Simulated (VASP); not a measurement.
These are PBE GGA, VASP's PBE PAW potentials (set 64) (plane waves; VASP 6.6.1) values and carry that method's errors.

The input files of a VASP run:

POSCAR:
```
Al31Sc
1
    8.0715331279    -0.0000000000    -0.0000000000
   -0.0000000000     8.0715331279     0.0000000000
    0.0000000000     0.0000000000     8.0715331279
Al Sc
31 1
Direct
  0.5000000000   0.0000000000   0.0000000000
  0.7500000000   0.2500000000   0.0000000000
  0.7500000000   0.0000000000   0.2500000000
  0.0000000000   0.0000000000   0.0000000000
  0.2500000000   0.2500000000   0.0000000000
  0.5000000000   0.5000000000   0.0000000000
  0.7500000000   0.7500000000   0.0000000000
  0.2500000000   0.0000000000   0.2500000000
  0.5037460000   0.2558050000   0.2479380000
  0.7497340000   0.4960360000   0.2549700000
  0.5000000000   0.0000000000   0.5000000000
  0.7511800000   0.2443220000   0.5040080000
  0.7500000000   0.0000000000   0.7500000000
  0.0000000000   0.5000000000   0.0000000000
  0.2500000000   0.7500000000   0.0000000000
  0.0000000000   0.2500000000   0.2500000000
  0.2525170000   0.4943050000   0.2522190000
  0.4990000000   0.7549740000   0.2554960000
  0.0000000000   0.0000000000   0.5000000000
  0.2510780000   0.2479180000   0.4996950000
  0.7544820000   0.7479760000   0.5023550000
  0.2500000000   0.0000000000   0.7500000000
  0.5012040000   0.2554320000   0.7557470000
  0.7542010000   0.5052540000   0.7510390000
  0.0000000000   0.7500000000   0.2500000000
  0.0000000000   0.5000000000   0.5000000000
  0.2498180000   0.7478220000   0.4955240000
  0.0000000000   0.2500000000   0.7500000000
  0.2478580000   0.4951320000   0.7465440000
  0.5020330000   0.7462120000   0.7453310000
  0.0000000000   0.7500000000   0.7500000000
  0.4992980000   0.5028400000   0.5016000000
```

### INCAR
```
SYSTEM=Al31Sc
PREC=Normal; ENCUT=400; LREAL=Auto
LASPH=.TRUE.; ISYM=0
EDIFF=1E-5; NELM=100; NELMIN=4
ALGO=Fast; LMAXMIX=4
ISMEAR=1; SIGMA=0.1
GGA=PE
IBRION=2; NSW=60; ISIF=2
EDIFFG=-0.03
LWAVE=.FALSE.; LCHARG=.FALSE.
```

**KPOINTS**
```
K-points
0
gamma
3 3 3
```

POTCAR, in this order: Al Sc_sv (PBE.64 set). Program: vasp_std.

Output of the run:

File OSZICAR:
```
       N       E                     dE             d eps       ncg     rms          rms(c)
DAV:   1     0.264408580165E+03    0.26441E+03   -0.32287E+04  2100   0.999E+02
DAV:   2    -0.934168559789E+02   -0.35783E+03   -0.33727E+03  2164   0.188E+02
DAV:   3    -0.124063111455E+03   -0.30646E+02   -0.29131E+02  2960   0.576E+01
DAV:   4    -0.125235533379E+03   -0.11724E+01   -0.11469E+01  2579   0.924E+00
DAV:   5    -0.125275549723E+03   -0.40016E-01   -0.39785E-01  2776   0.221E+00    0.112E+01
RMM:   6    -0.123919046895E+03    0.13565E+01   -0.28417E+00  2307   0.936E+00    0.499E+00
RMM:   7    -0.123834766904E+03    0.84280E-01   -0.32968E+00  2521   0.395E+00    0.216E+00
RMM:   8    -0.123708777522E+03    0.12599E+00   -0.31082E-01  2125   0.351E+00    0.178E+00
RMM:   9    -0.123700051866E+03    0.87257E-02   -0.11915E-01  2523   0.166E+00    0.550E-01
RMM:  10    -0.123696877923E+03    0.31739E-02   -0.35431E-02  2405   0.778E-01    0.316E-01
RMM:  11    -0.123697406897E+03   -0.52897E-03   -0.80239E-03  2275   0.235E-01    0.141E-01
RMM:  12    -0.123697319826E+03    0.87072E-04   -0.49725E-03  2475   0.278E-01    0.658E-02
RMM:  13    -0.123697245789E+03    0.74036E-04   -0.86199E-04  2494   0.116E-01    0.595E-02
RMM:  14    -0.123697207975E+03    0.37815E-04   -0.30800E-04  2164   0.703E-02    0.369E-02
RMM:  15    -0.123697197584E+03    0.10390E-04   -0.96266E-05  1703   0.534E-02    0.125E-02
RMM:  16    -0.123697199909E+03   -0.23251E-05   -0.64541E-05  1497   0.316E-02
   1 F= -.12369720E+03 E0= -.12369076E+03  d E =-.123697E+03
       N       E                     dE             d eps       ncg     rms          rms(c)
DAV:   1    -0.123793111956E+03   -0.95914E-01   -0.30951E+00  2288   0.947E+00    0.472E-01
RMM:   2    -0.123796168952E+03   -0.30570E-02   -0.14513E-01  2461   0.178E+00    0.398E-01
RMM:   3    -0.123795481083E+03    0.68787E-03   -0.21183E-02  2544   0.676E-01    0.169E-01
RMM:   4    -0.123795706291E+03   -0.22521E-03   -0.41688E-03  2411   0.217E-01    0.132E-01
RMM:   5    -0.123795757343E+03   -0.51051E-04   -0.84122E-04  2408   0.148E-01    0.287E-02
RMM:   6    -0.123795770250E+03   -0.12907E-04   -0.23313E-04  2158   0.698E-02    0.225E-02
RMM:   7    -0.123795775014E+03   -0.47637E-05   -0.57027E-05  1578   0.466E-02
   2 F= -.12379578E+03 E0= -.12378955E+03  d E =-.985751E-01
       N       E                     dE             d eps       ncg     rms          rms(c)
DAV:   1    -0.123852177108E+03   -0.56407E-01   -0.93671E+00  2094   0.167E+01    0.806E-01
RMM:   2    -0.123861394159E+03   -0.92171E-02   -0.42555E-01  2461   0.317E+00    0.697E-01
RMM:   3    -0.123858257326E+03    0.31368E-02   -0.56872E-02  2522   0.115E+00    0.294E-01
RMM:   4    -0.123858987074E+03   -0.72975E-03   -0.13276E-02  2474   0.397E-01    0.226E-01
RMM:   5    -0.123859149513E+03   -0.16244E-03   -0.23546E-03  2549   0.211E-01    0.521E-02
RMM:   6    -0.123859180343E+03   -0.30830E-04   -0.50355E-04  2336   0.931E-02    0.276E-02
RMM:   7    -0.123859192200E+03   -0.11857E-04   -0.13861E-04  2012   0.640E-02    0.181E-02
RMM:   8    -0.123859195027E+03   -0.28275E-05   -0.33859E-05  1390   0.361E-02
   3 F= -.12385920E+03 E0= -.12385369E+03  d E =-.161995E+00
       N       E                     dE             d eps       ncg     rms          rms(c)
DAV:   1    -0.123871081278E+03   -0.11889E-01   -0.15868E+00  2184   0.698E+00    0.225E-01
RMM:   2    -0.123874254083E+03   -0.31728E-02   -0.53291E-02  2517   0.998E-01    0.140E-01
RMM:   3    -0.123874275541E+03   -0.21458E-04   -0.61805E-03  2528   0.340E-01    0.684E-02
RMM:   4    -0.123874329069E+03   -0.53528E-04   -0.11107E-03  2365   0.128E-01    0.608E-02
RMM:   5    -0.123874345268E+03   -0.16199E-04   -0.23035E-04  2101   0.821E-02    0.355E-02
RMM:   6    -0.123874349270E+03   -0.40020E-05   -0.74293E-05  1742   0.396E-02
   4 F= -.12387435E+03 E0= -.12386946E+03  d E =-.151542E-01
       N       E                     dE             d eps       ncg     rms          rms(c)
DAV:   1    -0.123875687148E+03   -0.13419E-02   -0.11250E+00  2104   0.589E+00    0.186E-01
RMM:   2    -0.123877792052E+03   -0.21049E-02   -0.35736E-02  2511   0.838E-01    0.117E-01
RMM:   3    -0.123877840694E+03   -0.48641E-04   -0.45262E-03  2525   0.283E-01    0.616E-02
RMM:   4    -0.123877878496E+03   -0.37802E-04   -0.77526E-04  2317   0.113E-01    0.535E-02
RMM:   5    -0.123877890688E+03   -0.12192E-04   -0.17167E-04  1987   0.728E-02    0.322E-02
RMM:   6    -0.123877893945E+03   -0.32565E-05   -0.56496E-05  1625   0.370E-02
   5 F= -.12387789E+03 E0= -.12387359E+03  d E =-.186989E-01
       N       E                     dE             d eps       ncg     rms          rms(c)
DAV:   1    -0.123880416367E+03   -0.25257E-02   -0.45114E-02  2336   0.980E-01    0.648E-02
RMM:   2    -0.123880411172E+03    0.51952E-05   -0.20297E-03  2448   0.221E-01    0.295E-02
RMM:   3    -0.123880422180E+03   -0.11008E-04   -0.36007E-04  2209   0.850E-02    0.235E-02
RMM:   4    -0.123880424787E+03   -0.26076E-05   -0.68914E-05  1711   0.536E-02
   6 F= -.12388042E+03 E0= -.12387627E+03  d E =-.253084E-02
       N       E                     dE             d eps       ncg     rms          rms(c)
DAV:   1    -0.123881216013E+03   -0.79383E-03   -0.41146E-02  2162   0.936E-01    0.600E-02
RMM:   2    -0.123881216209E+03   -0.19529E-06   -0.19304E-03  2455   0.220E-01    0.311E-02
RMM:   3    -0.123881229640E+03   -0.13431E-04   -0.35987E-04  2210   0.832E-02    0.272E-02
RMM:   4    -0.123881232887E+03   -0.32473E-05   -0.68939E-05  1711   0.540E-02
   7 F= -.12388123E+03 E0= -.12387723E+03  d E =-.333894E-02
       N       E                     dE             d eps       ncg     rms          rms(c)
DAV:   1    -0.123882051035E+03   -0.82140E-03   -0.17094E-02  2154   0.670E-01    0.481E-02
RMM:   2    -0.123882074480E+03   -0.23445E-04   -0.68533E-04  2412   0.130E-01    0.153E-02
RMM:   3    -0.123882080699E+03   -0.62188E-05   -0.11782E-04  1974   0.557E-02    0.132E-02
RMM:   4    -0.123882082228E+03   -0.15296E-05   -0.22589E-05  1295   0.386E-02
   8 F= -.12388208E+03 E0= -.12387796E+03  d E =-.849342E-03
```

**OUTCAR**
```
------------------------ aborting loop because EDIFF is reached ----------------------------------------
  FORCE on cell =-STRESS in cart. coord.  units (eV):
  Direction    XX          YY          ZZ          XY          YZ          ZX
  --------------------------------------------------------------------------------------
  Total        4.9219694      4.9224365      4.9134754     -0.0074877     -0.0013391      0.0072897
  in kB       14.9962059     14.9976288     14.9703265     -0.0228134     -0.0040800      0.0222103
  external PRESSURE =      14.9880537 kB  Pullay stress =       0.0000000 kB
  volume of cell :      525.86
      direct lattice vectors                 reciprocal lattice vectors
     8.071533128  0.000000000  0.000000000     0.123892200  0.000000000  0.000000000
     0.000000000  8.071533128  0.000000000     0.000000000  0.123892200  0.000000000
     0.000000000  0.000000000  8.071533128     0.000000000  0.000000000  0.123892200
 POSITION                                       TOTAL-FORCE (eV/Angst)
 -----------------------------------------------------------------------------------
      4.03816      8.06986      0.00342         0.002606      0.005188     -0.001611
      6.07460      2.00575      0.00320        -0.009429     -0.000682      0.000214
      6.07233      8.07079      2.00724        -0.004406      0.001204      0.006291
      0.00282      8.07022      0.00206         0.002577     -0.001513      0.002368
      2.00512      2.00333      0.00214         0.014932     -0.000808      0.002798
      4.03882      4.04259      0.00383         0.001332     -0.012506     -0.000515
      6.06871      6.06937      0.00465         0.001442     -0.013918     -0.000607
      2.00761      8.06892      2.00265         0.007725      0.007291      0.013626
      4.04349      1.98553      1.98537        -0.007245     -0.004707      0.003530
      6.09034      4.03366      1.98967         0.004001      0.003212     -0.005395
      4.03880      0.00305      4.04062         0.001368     -0.004500     -0.001909
      6.08931      1.98063      4.04546         0.005063      0.000656     -0.010999
      6.06971      8.06787      6.07522        -0.002873      0.008874     -0.017125
      0.00513      4.03382      0.00294        -0.005004      0.002939      0.000598
      2.00791      6.06597      0.00219         0.004539     -0.006221     -0.002155
      0.00348      1.99886      2.00809        -0.000546      0.011245      0.006481
      1.99156      4.02961      1.98780        -0.004309      0.010658      0.001825
      4.03951      6.08838      1.99495         0.003660     -0.011112     -0.011010
      0.00508      8.06651      4.03690        -0.002768      0.006087      0.003695
      1.99167      1.98083      4.03765        -0.007408      0.002455      0.000630
      6.09232      6.08506      4.03916        -0.005314     -0.001510      0.001141
      2.00782      8.07052      6.06893         0.007893     -0.001550      0.000573
      4.04158      1.98951      6.09696        -0.002247     -0.014065     -0.010267
      6.09336      4.03953      6.09090        -0.006805     -0.009522     -0.004200
      0.00484      6.06463      2.00248        -0.005863     -0.009064      0.011220
      0.00296      4.02902      4.03674         0.002249      0.011584      0.003983
      1.98778      6.08079      4.03386         0.004420      0.005008      0.011864
      0.00403      1.99750      6.07062        -0.002918      0.014770     -0.009607
      1.98667      4.03173      6.08675         0.006074      0.006659      0.000125
      4.03617      6.08678      6.08513         0.005046     -0.003231      0.008966
      0.00509      6.06839      6.07132        -0.001925     -0.011911     -0.004862
      4.04198      4.03191      4.04016        -0.005867      0.008989      0.000334
 -----------------------------------------------------------------------------------
    total drift:                                0.005813     -0.000234      0.008087
  FREE ENERGIE OF THE ION-ELECTRON SYSTEM (eV)
  ---------------------------------------------------
  free  energy   TOTEN  =      -123.8820822284 eV

  energy  without entropy=     -123.8697127771  energy(sigma->0) =     -123.87795908

 reached required accuracy - stopping structural energy minimisation
```
(Selected blocks of OUTCAR.)

CONTCAR:
```
Al31Sc
   1.00000000000000
     8.0715331279000004    0.0000000000000000    0.0000000000000000
     0.0000000000000000    8.0715331279000004    0.0000000000000000
     0.0000000000000000    0.0000000000000000    8.0715331279000004
  Al              Sc
    31     1
Direct
     0.5002965693947375    0.9997923709822392    0.0004231518848360
     0.7525960943231440    0.2484965573145775    0.0003960528013723
     0.7523147991385950    0.9999073712919830    0.2486815950478306
     0.0003488806038627    0.9998372894041817    0.0002550241539620
     0.2484181413313514    0.2481974018192429    0.0002649844918627
     0.5003778365407375    0.5008457804893920    0.0004743989971957
     0.7518657467228952    0.7519475689719685    0.0005763025884345
     0.2487277430496514    0.9996768689819165    0.2481122145232598
     0.5009569495698153    0.2459922718047964    0.2459714387681814
     0.7545453848811672    0.4997388925442993    0.2465043346013553
     0.5003758343165550    0.0003781452660511    0.5006007088056069
     0.7544183214628201    0.2453849070466776    0.5012005427784803
     0.7519891462494708    0.9995457921177342    0.7526725539557564
     0.0006356054925102    0.4997584386945387    0.0003646659260413
     0.2487645662670308    0.7515266787589771    0.0002708208817949
     0.0004309973856524    0.2476435533548849    0.2487861355303098
     0.2467388841730933    0.4992376850935561    0.2462724515493724
     0.5004640937309730    0.7543032384918275    0.2471591800539246
     0.0006288181420139    0.9993770739767391    0.5001407839753735
     0.2467521813285040    0.2454090395361219    0.5002328130559329
     0.7547914254325897    0.7538920528212610    0.5004207497283952
     0.2487527357338173    0.9998745850742622    0.7518932680276766
     0.5007208531068158    0.2464845960530631    0.7553656929306718
     0.7549192523827354    0.5004661915363477    0.7546155910381174
     0.0005991304852684    0.7513597742448695    0.2480910518996641
     0.0003668892882540    0.4991643492021919    0.5001201760935907
     0.2462699109155254    0.7533630342381731    0.4997634850425483
     0.0004994916594949    0.2474742316189054    0.7521022566849616
     0.2461324414125656    0.4995000789105531    0.7541007536799551
     0.5000496678821179    0.7541042751735194    0.7538996551007494
     0.0006312220668861    0.7518260531330768    0.7521891635893385
     0.5007693855293478    0.4995218520520570    0.5005440018134512
```

The cell is a supercell with a defect, built from Al (fcc): Sc_Al. The run is not spin-polarised, so no state with unpaired spins was tried.
